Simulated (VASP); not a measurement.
```yaml
crystal:
  lattice:
    - [0.00000, 3.02920, 3.02920]
    - [3.02920, 0.00000, 3.02920]
    - [3.02920, 3.02920, 0.00000]
  atoms:
    - { symbol: V, position: [0.00000, 0.00000, 0.00000], spin: 2.0 }
    - { symbol: Ge, position: [0.25000, 0.25000, 0.25000] }
    - { symbol: Ge, position: [0.75000, 0.75000, 0.75000] }
```

Computed with PBE GGA, VASP's PBE PAW potentials (set 64) (plane waves; VASP). Run with 300 eV cut-off, 7×7×7 Γ-centred mesh, Fermi-Dirac smearing of 0.14 eV, potentials V_sv Ge_d.

Give the spin-up energies of bands 16 to 24 at the high-symmetry points, in eV from the Fermi level.

```
band      Γ      X      U      L      W
----  -----  -----  -----  -----  -----
16    -3.84  -7.28  -8.15  -8.81  -8.35
17    -3.24  -5.61  -5.11  -2.58  -4.75
18    -3.24  -2.93  -3.06  -2.58  -4.52
19    -3.24  -2.93  -2.64  -1.33  -1.35
20    -0.61  -0.73  -1.07  -0.36  -1.35
21    -0.61  -0.73  -0.57  -0.36  -0.72
22     3.54  -0.54  -0.07  -0.20  -0.29
23     3.54  -0.22   0.04  -0.20   0.35
24     3.54   1.78   2.10   0.82   3.02
```

Give the spin-down energies of bands 16 to 24 at the high-symmetry points, in eV from the Fermi level.

```csv
band,Γ,X,U,L,W
16,-3.87,-7.14,-8.05,-8.76,-8.27
17,-2.68,-5.29,-4.81,-1.87,-4.40
18,-2.68,-2.78,-2.66,-1.87,-4.29
19,-2.68,-2.78,-2.40,-0.50,-0.65
20,1.05,0.54,0.05,-0.01,-0.65
21,1.05,0.54,0.65,-0.01,0.57
22,3.80,0.82,1.47,0.83,1.45
23,3.80,1.61,1.76,1.28,1.97
24,3.80,3.16,3.34,1.28,3.87
```

It has no gap at this level: it comes out as a metal or semimetal.

The structure was generated: VGe2 was put into an ordered model structure, which need not be its known phase. The cell was not relaxed at this level.
